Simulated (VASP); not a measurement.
```
AlCr
1.0
    0.00000     2.45070     2.45070
    2.45070     0.00000     2.45070
    2.45070     2.45070     0.00000
Cr Al
1 1
Direct
  0.00000   0.00000   0.00000
  0.50000   0.50000   0.50000
```

All values below come from PBE GGA, VASP's PBE PAW potentials (set 64) (plane waves; VASP). Numerical set-up: 400 eV cut-off, Gaussian smearing of 0.050 eV, potentials Cr_pv Al.

Give the energies of bands 4 to 10 at the high-symmetry points, in eV from the Fermi level.

```tsv
band	Γ	X	U	L	W
4	-9.33	-5.02	-4.53	-5.01	-4.34
5	-0.92	-3.10	-3.01	-4.90	-2.78
6	-0.92	-2.30	-2.92	-1.61	-2.78
7	-0.92	-0.09	-0.88	-1.61	-1.60
8	-0.64	0.65	0.46	0.38	0.65
9	-0.64	0.65	0.47	0.38	1.16
10	6.82	1.86	1.25	1.30	1.34
```

It has no gap at this level: it comes out as a metal or semimetal.

The structure was generated: CrAl was put into the rock salt type (Fm-3m), which need not be its known phase. It was relaxed first, which changed the volume by -34 %. The run is not spin-polarised, so no magnetic state was tried. The electron count is odd and the run is not spin-polarised, which forces a metal.
